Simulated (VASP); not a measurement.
VASP input:

File POSCAR:
```
GaBi
1
    6.5726845409    -0.0000000000     0.0000000000
   -0.0000000000     4.1300009815     0.0000000000
    0.0000000000     0.0000000000     7.3894980610
Ga Bi
4 4
Direct
  0.5167989366   0.2500000000   0.6957967864
  0.0167989366   0.2500000000   0.8042032136
  0.4832010634   0.7500000000   0.3042032136
  0.9832010634   0.7500000000   0.1957967864
  0.6929819071   0.2500000000   0.0803696617
  0.1929819071   0.2500000000   0.4196303383
  0.3070180929   0.7500000000   0.9196303383
  0.8070180929   0.7500000000   0.5803696617
```

File KPOINTS:
```
Automatic mesh
0
Gamma
5 8 5
0 0 0
```

INCAR:
```
SYSTEM = GaBi
PREC = Accurate
ENCUT = 400
EDIFF = 1E-7
NELM = 100
ALGO = Normal
LREAL = .FALSE.
LASPH = .TRUE.
ISMEAR = -5
LMAXMIX = 4
LWAVE = .FALSE.
LCHARG = .TRUE.
LORBIT = 11
NEDOS = 601
ISIF = 2
LEFG = .TRUE.
```

POTCAR, in this order: Ga_d Bi_d (LDA.64 set). Program: vasp_std.

Task: Write an equivalent input for Quantum ESPRESSO's pw.x.

Result: One equivalent input (not run):
```
&CONTROL
  calculation = 'scf'
  pseudo_dir = './pseudo'
  outdir = './out'
  tprnfor = .true.
  tstress = .true.
/
&SYSTEM
  ibrav = 0
  nat = 8
  ntyp = 2
  ecutwfc = 80
  occupations = 'tetrahedra'
  input_dft = 'pz'
/
&ELECTRONS
  conv_thr = 7.3e-09
  electron_maxstep = 100
/
ATOMIC_SPECIES
  Ga 69.723 Ga.upf
  Bi 208.980 Bi.upf
CELL_PARAMETERS angstrom
     6.5726845   -0.0000000    0.0000000
    -0.0000000    4.1300010    0.0000000
     0.0000000    0.0000000    7.3894981
ATOMIC_POSITIONS crystal
  Ga   0.5167989  0.2500000  0.6957968
  Ga   0.0167989  0.2500000  0.8042032
  Ga   0.4832011  0.7500000  0.3042032
  Ga   0.9832011  0.7500000  0.1957968
  Bi   0.6929819  0.2500000  0.0803697
  Bi   0.1929819  0.2500000  0.4196303
  Bi   0.3070181  0.7500000  0.9196303
  Bi   0.8070181  0.7500000  0.5803697
K_POINTS automatic
  5 8 5 0 0 0
```
The two are equivalent in intent, not identical: the potentials are each code's own (VASP's PAW set, PseudoDojo norm-conserving files in pw.x), so ENCUT and ecutwfc are chosen apart and not converted; conv_thr bounds pw.x's estimated SCF error, while EDIFF bounds the energy change between steps; the field gradients of LEFG aren't asked of the other code.

The structure was generated: GaBi was put into the MnP type (Pnma), which need not be its known phase. It was relaxed first, which changed the volume by +28 %.
